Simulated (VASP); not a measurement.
# SiC (Moissanite): what each functional gives, and what it costs

Aim: compute the gap of SiC (Moissanite) from the cheapest level upwards and hold each value against experiment. The levels: LDA, PBE, r2SCAN, TB-mBJ, TPSS and HSE06. The start is a cell from a database of measured crystal structures.

Calculated with VASP 6.6.1; LDA; plane waves and PAW (Si, C), in the first sound run; inputs show where later runs differ.

**Measured values to reproduce.**

For SiC, 6H (bulk crystal, literature), “Charge spill-out and work function of few-layer graphene on SiC(0001)” (2018, arxiv:1806.04908) quotes earlier work: band gap (indirect gap, experimental literature value) 3.03 eV [Literature value cited in passing in the theory part; temperature and measurement method …].

## (1) The starting structure

It takes space group P6_3mc (No. 186, hexagonal). Conventional cell: a = 3.081 Å, b = 3.081 Å, c = 15.125 Å, α = 90.00°, β = 90.00°, γ = 120.00°. Nearest to Si lie 4 C at 1.88 to 1.90 Å. Nearest to Si lie 4 C at 1.89 Å. Si has 4 C at 1.89 Å nearest. C has 4 Si at 1.88 to 1.89 Å nearest. Nearest to C lie 4 Si at 1.89 Å. C has 4 Si at 1.89 to 1.90 Å nearest. Farther neighbours are not listed.

## (2) Bands with LDA

Levels along the symmetry lines show where the bands peak and cross; KPOINTS_OPT computes them in the converged potential. LDA, the lowest rung, knows the local density alone.

INCAR reads:

```
SYSTEM = SiC
PREC = Accurate
ENCUT = 520
EDIFF = 1E-06
NELM = 100
ISMEAR = 0
SIGMA = 0.02
LREAL = .FALSE.
ALGO = Normal
GGA = CA
NBANDS = 52
LORBIT = 11
LWAVE = .FALSE.
LCHARG = .FALSE.
KPAR = 2
NCORE = 4
```

POSCAR reads:

```
SiC
1.0
    3.0810000000      0.0000000000      0.0000000000
   -1.5405000000      2.6682242691      0.0000000000
    0.0000000000      0.0000000000     15.1248000000
Si C
6 6
Direct
    0.0000000000      0.0000000000      0.0000000000
    0.0000000000      0.0000000000      0.5000000000
    0.3333333333      0.6666666667      0.1664000000
    0.6666666667      0.3333333333      0.6664000000
    0.6666666667      0.3333333333      0.3329000000
    0.3333333333      0.6666666667      0.8329000000
    0.3333333333      0.6666666667      0.0412000000
    0.6666666667      0.3333333333      0.5412000000
    0.6666666667      0.3333333333      0.2080000000
    0.3333333333      0.6666666667      0.7080000000
    0.0000000000      0.0000000000      0.3746000000
    0.0000000000      0.0000000000      0.8746000000
```

KPOINTS reads:

```
Automatic mesh
0
Gamma
5 5 1
0 0 0
```

KPOINTS_OPT reads:

```
Line mode
12
Line-mode
Reciprocal
  0.00000000   0.00000000   0.00000000 GAMMA
  0.50000000   0.00000000   0.00000000 M

  0.50000000   0.00000000   0.00000000 M
  0.33333333   0.33333333   0.00000000 K

  0.33333333   0.33333333   0.00000000 K
  0.00000000   0.00000000   0.00000000 GAMMA

  0.00000000   0.00000000   0.00000000 GAMMA
  0.00000000   0.00000000   0.50000000 A

  0.00000000   0.00000000   0.50000000 A
  0.50000000   0.00000000   0.50000000 L

  0.50000000   0.00000000   0.50000000 L
  0.33333333   0.33333333   0.50000000 H

  0.33333333   0.33333333   0.50000000 H
  0.00000000   0.00000000   0.50000000 A

  0.50000000   0.00000000   0.50000000 L
  0.50000000   0.00000000   0.00000000 M

  0.33333333   0.33333333   0.00000000 K
  0.33333333   0.33333333   0.50000000 H
```

PAW data sets: Si and C (PBE family, release 64).

On the command line:

```
> mpirun -np 8 vasp_std
```

Output:

```text
[banner, memory and clock lines left out]
running    8 mpi-ranks, on    1 nodes
 distrk:  each k-point on    4 cores,    2 groups
 distr:  one band on    4 cores,    1 groups

 POSCAR found type information on POSCAR SiC
 POSCAR found :  2 types and      12 ions
|                                                                             |
|               ----> ADVICE to this user running VASP <----                  |
|                                                                             |
|     You enforced a specific xc type in the INCAR file but a different       |
|     [... a line on the potential file left out ...]
|     I HOPE YOU KNOW WHAT YOU ARE DOING!                                     |
|                                                                             |

 LDA part: xc-table for (Slater(with rela. corr.)+CA(PZ))
 , standard interpolation
 POSCAR, INCAR and KPOINTS ok, starting setup
 FFT: planning ... GRIDC
 FFT: planning ... GRID_SOFT
 FFT: planning ... GRID
 WAVECAR not read
 entering main loop
       N       E                     dE             d eps       ncg     rms          rms(c)
DAV:   1     0.830720606742E+02    0.83072E+02   -0.20866E+04   520   0.829E+02
DAV:   2    -0.100950967478E+03   -0.18402E+03   -0.17092E+03   640   0.167E+02
DAV:   3    -0.110899955807E+03   -0.99490E+01   -0.98376E+01   648   0.332E+01
DAV:   4    -0.110990357909E+03   -0.90402E-01   -0.90296E-01   656   0.374E+00
DAV:   5    -0.110991168464E+03   -0.81056E-03   -0.81040E-03   620   0.349E-01    0.202E+01
DAV:   6    -0.998056509310E+02    0.11186E+02   -0.16079E+01   612   0.146E+01    0.861E+00
DAV:   7    -0.995395811132E+02    0.26607E+00   -0.34364E+00   636   0.603E+00    0.391E+00
DAV:   8    -0.994266168789E+02    0.11296E+00   -0.16193E-01   576   0.134E+00    0.140E+00
DAV:   9    -0.994038057560E+02    0.22811E-01   -0.24634E-02   616   0.612E-01    0.174E-01
DAV:  10    -0.994040133132E+02   -0.20756E-03   -0.19322E-03   628   0.141E-01    0.105E-01
DAV:  11    -0.994040559264E+02   -0.42613E-04   -0.82360E-05   592   0.325E-02    0.274E-02
DAV:  12    -0.994040409135E+02    0.15013E-04   -0.35584E-05   596   0.218E-02    0.199E-02
DAV:  13    -0.994040388617E+02    0.20519E-05   -0.36442E-06   616   0.776E-03    0.493E-03
DAV:  14    -0.994040388902E+02   -0.28516E-07   -0.50113E-07   336   0.249E-03
   1 F= -.99404039E+02 E0= -.99404039E+02  d E =-.134820E-14
 Start KPOINTS_OPT (optional k-point list driver)
k-point batch [1-5\108]
       N       E                     dE             ncg
DAV:   1     0.171142103310E+04    0.95630E+03      520
DAV:   2     0.746577112191E+03   -0.96484E+03      660
DAV:   3     0.692873861681E+03   -0.53703E+02      640
DAV:   4     0.692373589516E+03   -0.50027E+00      616
DAV:   5     0.692368694036E+03   -0.48955E-02      616
DAV:   6     0.692368624647E+03   -0.69389E-04      648
DAV:   7     0.692368623511E+03   -0.11366E-05      568
DAV:   8     0.692368623475E+03   -0.35321E-07      496
[...]
k-point batch [106-108\108]
       N       E                     dE             ncg
DAV:   1     0.488618946677E+04   -0.56153E+04      312
DAV:   2     0.441348310020E+04   -0.47271E+03      368
DAV:   3     0.439200176001E+04   -0.21481E+02      432
DAV:   4     0.439182384897E+04   -0.17791E+00      400
DAV:   5     0.439182242264E+04   -0.14263E-02      432
DAV:   6     0.439182240705E+04   -0.15591E-04      396
DAV:   7     0.439182240689E+04   -0.16501E-06      368
```

The job ended after 41 s (8 MPI ranks of AMD EPYC 9R45, shared host; peak memory 1.2 GiB).

Lines that name or quote the potential files are left out of all logs, and their timing lines are given in words.

OUTCAR, selected parts (step 2):

```text
ion  position               nearest neighbor table
   1  0.000  0.000  0.000-   7 1.88   7 1.88   7 1.88  12 1.90   3 3.08   3 3.08   3 3.08   6 3.09
                             6 3.09   6 3.09
   2  0.000  0.000  0.500-   8 1.88   8 1.88   8 1.88  11 1.90   4 3.08   4 3.08   4 3.08   5 3.09
                             5 3.09   5 3.09
   3  0.333  0.667  0.166-   9 1.89   9 1.89   9 1.89   7 1.89   1 3.08   1 3.08   1 3.08   5 3.08
                             5 3.08   5 3.08
   4  0.667  0.333  0.666-  10 1.89  10 1.89  10 1.89   8 1.89   2 3.08   2 3.08   2 3.08   6 3.08
                             6 3.08   6 3.08
   5  0.667  0.333  0.333-  11 1.89  11 1.89  11 1.89   9 1.89   3 3.08   3 3.08   3 3.08   2 3.09
                             2 3.09   2 3.09
   6  0.333  0.667  0.833-  12 1.89  12 1.89  12 1.89  10 1.89   4 3.08   4 3.08   4 3.08   1 3.09
                             1 3.09   1 3.09
   7  0.333  0.667  0.041-   1 1.88   1 1.88   1 1.88   3 1.89
   8  0.667  0.333  0.541-   2 1.88   2 1.88   2 1.88   4 1.89
   9  0.667  0.333  0.208-   3 1.89   3 1.89   3 1.89   5 1.89
  10  0.333  0.667  0.708-   4 1.89   4 1.89   4 1.89   6 1.89
  11  0.000  0.000  0.375-   5 1.89   5 1.89   5 1.89   2 1.90
  12  0.000  0.000  0.875-   6 1.89   6 1.89   6 1.89   1 1.90

  LATTYP: Found a hexagonal cell.
 ALAT       =     3.0810000000
 C/A-ratio  =     4.9090555015

 Subroutine GETGRP returns: Found 12 space group operations
 (whereof  6 operations were pure point group operations)

The static configuration has the point symmetry C_3v.
 The point group associated with its full space group is C_6v.

 Found      5 irreducible k-points:

   k-points           NKPTS =      5   k-points in BZ     NKDIM =      5   number of bands    NBANDS=     52

   dimension x,y,z NGX =    24 NGY =   24 NGZ =  112
   dimension x,y,z NGXF=    48 NGYF=   48 NGZF=  224

   ENCUT  =  520.0 eV  38.22 Ry    6.18 a.u.   5.73  5.73 28.12*2*pi/ulx,y,z

   NELECT =      48.0000    total number of electrons

 k-points in reciprocal lattice and weights: Automatic mesh
   0.00000000  0.00000000  0.00000000       0.040
   0.20000000  0.00000000  0.00000000       0.240
   0.40000000  0.00000000  0.00000000       0.240
   0.20000000  0.20000000  0.00000000       0.240
   0.40000000  0.20000000  0.00000000       0.240

 average (electrostatic) potential at core
       1 -79.9969       2 -79.9969       3 -79.9627       4 -79.9627       5 -79.9152
       6 -79.9152       7 -44.8603       8 -44.8603       9 -44.7981      10 -44.7981
      11 -44.7518      12 -44.7518

 E-fermi :   8.0613

 k-point     1 :       0.0000    0.0000    0.0000
  band No.  band energies     occupation
    ...
     20       7.6629      2.00000
     21       7.6629      2.00000
     22       7.9196      2.00000
     23       7.9569      2.00000
     24       7.9569      2.00000
     25      13.0844      0.00000
     26      13.2500      0.00000
     27      13.6536      0.00000
     28      14.1622      0.00000
     29      14.2735      0.00000
    ...

 k-point     2 :       0.2000    0.0000    0.0000
  band No.  band energies     occupation
    ...
     20       6.4044      2.00000
     21       7.0083      2.00000
     22       7.0883      2.00000
     23       7.4764      2.00000
     24       7.6017      2.00000
     25      12.1412      0.00000
     26      12.4788      0.00000
     27      12.7043      0.00000
     28      13.3919      0.00000
     29      13.9896      0.00000
    ...

 k-point     3 :       0.4000    0.0000    0.0000
  band No.  band energies     occupation
    ...
     20       6.0188      2.00000
     21       6.2196      2.00000
     22       6.2935      2.00000
     23       6.5814      2.00000
     24       6.9450      2.00000
     25      10.1863      0.00000
     26      10.3259      0.00000
     27      11.2775      0.00000
     28      11.8930      0.00000
     29      12.6956      0.00000
    ...

  Total       -2.2113665     -2.2113665     -2.7847810      0.0000000     -0.0000000      0.0000000
  in kB      -28.4949336    -28.4949336    -35.8837610      0.0000000     -0.0000000      0.0000000
  external PRESSURE =     -30.9578761 kB  Pullay stress =       0.0000000 kB

  energy-cutoff  :      520.00
  volume of cell :      124.34
      direct lattice vectors                 reciprocal lattice vectors
     3.081000000  0.000000000  0.000000000     0.324569945  0.187390545  0.000000000
    -1.540500000  2.668224269  0.000000000     0.000000000  0.374781090  0.000000000
     0.000000000  0.000000000 15.124800000     0.000000000  0.000000000  0.066116577

 POSITION                                       TOTAL-FORCE (eV/Angst)
 -----------------------------------------------------------------------------------
      0.00000      0.00000      0.00000        -0.000000      0.000000     -0.133807
      0.00000      0.00000      7.56240         0.000000     -0.000000     -0.133807
     -0.00000      1.77882      2.51677         0.000000     -0.000000      0.005452
      1.54050      0.88941     10.07917         0.000000      0.000000      0.005452
      1.54050      0.88941      5.03505         0.000000      0.000000      0.102723
     -0.00000      1.77882     12.59745        -0.000000      0.000000      0.102723
     -0.00000      1.77882      0.62314         0.000000     -0.000000      0.166561
      1.54050      0.88941      8.18554        -0.000000      0.000000      0.166561
      1.54050      0.88941      3.14596         0.000000     -0.000000     -0.045041
     -0.00000      1.77882     10.70836        -0.000000      0.000000     -0.045041
      0.00000      0.00000      5.66575         0.000000      0.000000     -0.095889
      0.00000      0.00000     13.22815         0.000000     -0.000000     -0.095889
 -----------------------------------------------------------------------------------
    total drift:                               -0.000000     -0.000000      0.000091

  FREE ENERGIE OF THE ION-ELECTRON SYSTEM (eV)
  ---------------------------------------------------
  free  energy   TOTEN  =       -99.4040388902 eV

  energy  without entropy=      -99.4040388902  energy(sigma->0) =      -99.40403889

 total charge
# of ion       s       p       d       tot
------------------------------------------
    1        0.705   0.975   0.000   1.681
    2        0.705   0.975   0.000   1.681
    3        0.705   0.974   0.000   1.679
    4        0.705   0.974   0.000   1.679
    5        0.706   0.971   0.000   1.677
    6        0.706   0.971   0.000   1.677
    7        0.820   1.712   0.000   2.531
    8        0.820   1.712   0.000   2.531
    9        0.819   1.711   0.000   2.530
   10        0.819   1.711   0.000   2.530
   11        0.820   1.709   0.000   2.529
   12        0.820   1.709   0.000   2.529
--------------------------------------------------
tot          9.151  16.104   0.000  25.255

[... 2 further parts left out ...]
```

The PAW data sets were made with PBE, though LDA sets exist; this is a small mismatch. At this level the cell is under a tension of 3.1 GPa, so at these settings it is away from equilibrium.

This step gave:

```yaml
scf_cycles: 14
electrons: 48
bands: 52
irreducible_k_points: 5
symmetry_operations: 12
free_energy_toten: -99.4040 eV
fermi_energy: 8.061 eV
pressure: -3.096 GPa
metallic: no
least_gap_on_mesh_and_path: 1.946 eV
least_direct_gap_on_mesh_and_path: 3.069 eV
valence_top_at_k: 0, 0, 0
conduction_bottom_at_k: 0.5, 0, 0.2273
least_direct_gap_at_k: 0.5, 0, 0
```

The electronic bands at the labelled points (eV, zero at the valence-band top; v1 is the highest filled band, c1 the lowest empty one):

```tsv
point	v4	v3	v2	v1	c1	c2	c3	c4
Γ	-0.29	-0.04	0.00	0.00	5.13	5.29	5.70	6.21
0.55 of the way	-1.29	-1.21	-0.82	-0.63	3.32	3.50	4.08	4.71
M	-1.86	-1.78	-1.68	-1.12	1.95	2.13	3.13	3.82
0.55 of the way	-2.53	-2.25	-2.10	-1.79	2.84	3.52	4.38	4.92
K	-3.18	-2.23	-2.10	-2.10	3.39	3.39	3.66	4.96
0.45 of the way	-2.02	-1.84	-1.34	-0.89	4.56	4.57	4.72	4.93
Γ	-0.29	-0.04	0.00	0.00	5.13	5.29	5.70	6.21
0.45 of the way	-0.21	-0.20	-0.02	-0.02	5.14	5.26	5.76	6.12
A	-0.10	-0.10	-0.10	-0.10	5.19	5.19	5.92	5.92
0.45 of the way	-0.91	-0.91	-0.62	-0.62	3.96	3.96	4.84	4.84
L	-1.73	-1.73	-1.32	-1.32	1.99	1.99	3.35	3.35
0.55 of the way	-2.73	-2.73	-1.74	-1.74	3.24	3.24	4.35	4.35
H	-2.66	-2.66	-2.29	-2.29	3.57	3.57	4.23	4.23
0.55 of the way	-1.69	-1.69	-0.75	-0.75	4.82	4.82	5.17	5.17
A	-0.10	-0.10	-0.10	-0.10	5.19	5.19	5.92	5.92
jump to L	-1.73	-1.73	-1.32	-1.32	1.99	1.99	3.35	3.35
0.55 of the way	-2.05	-1.66	-1.57	-1.16	1.95	2.09	3.19	3.62
M	-1.86	-1.78	-1.68	-1.12	1.95	2.13	3.13	3.82
jump to K	-3.18	-2.23	-2.10	-2.10	3.39	3.39	3.66	4.96
0.45 of the way	-3.03	-2.33	-2.17	-2.17	3.46	3.46	3.79	4.76
H	-2.66	-2.66	-2.29	-2.29	3.57	3.57	4.23	4.23
```

The largest weight of each band there:

```tsv
point	v4	v3	v2	v1	c1	c2	c3	c4
Γ	C 0.84	C 0.89	C 0.90	C 0.90	Si 0.58	Si 0.60	Si 0.59	Si 0.60
M	C 0.67	C 0.67	C 0.68	C 0.73	C 0.60	Si 0.56	Si 0.72	C 0.57
K	C 0.58	C 0.64	C 0.64	C 0.64	Si 0.55	Si 0.55	Si 0.57	C 0.80
Γ	C 0.84	C 0.89	C 0.90	C 0.90	Si 0.58	Si 0.60	Si 0.59	Si 0.60
A	C 0.88	C 0.88	C 0.88	C 0.88	Si 0.59	Si 0.59	Si 0.61	Si 0.61
L	C 0.68	C 0.68	C 0.71	C 0.71	Si 0.50	Si 0.50	Si 0.63	Si 0.63
```

Force by atom:

```tsv
atom	x (eV/Å)	y (eV/Å)	z (eV/Å)	size
Si1	0.000	0.000	-0.134	0.134
Si2	0.000	0.000	-0.134	0.134
Si3	0.000	0.000	0.005	0.005
Si4	0.000	0.000	0.005	0.005
Si5	0.000	0.000	0.103	0.103
Si6	0.000	0.000	0.103	0.103
C7	0.000	0.000	0.167	0.167
C8	0.000	0.000	0.167	0.167
C9	0.000	0.000	-0.045	0.045
C10	0.000	0.000	-0.045	0.045
C11	0.000	0.000	-0.096	0.096
C12	0.000	0.000	-0.096	0.096
```

The gap is 1.95 eV, indirect, from Γ to a point between the labelled ones. The gap lies -1.08 eV from the measured 3.03 eV.

(Part 1 of 4 ends here.)

[Lines on the potential files, build, host, timing and source positions are cut from VASP's logs without a mark.]

[Logs are printed without paths, hosts, clocks, repeated set-up lines and the standing remarks that a program may print on its own settings, such as how far it seeks lower states.]

[Hosts, paths, dates, database ids (printed as entryN), source tags and the programs' standing remarks are cut or masked in the printed files.]

[Measured values are set beside computed ones only where the two were judged alike; some that the calculation misses by far are left out.]

[In band tables of VASP the shares of atoms and orbitals are scaled to a sum of 1 inside the atoms' spheres.]
